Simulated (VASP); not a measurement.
Here is the system:

```xyz
2
Lattice="0.0000 2.8250 2.8250 2.8250 0.0000 2.8250 2.8250 2.8250 0.0000" Properties=species:S:1:pos:R:3 pbc="T T T"
Ga     0.0000     0.0000     0.0000
As     1.4125     1.4125     1.4125
```

These are PBE GGA, VASP's PBE PAW potentials (set 64) (plane waves; VASP) values and carry that method's errors. Settings: 400 eV cut-off, 6×6×6 Γ-centred mesh, Gaussian smearing of 0.050 eV, potentials Ga_d As.

Task: Give the stress tensor in GPa (positive for a compressed cell).

Result: 
```
3.39  0.00  0.00
0.00  3.39  0.00
0.00  0.00  3.39
```
The pressure is its mean diagonal, 3.39 GPa.

The compound is GaAs in the zinc blende structure. The cell was not relaxed at this level.
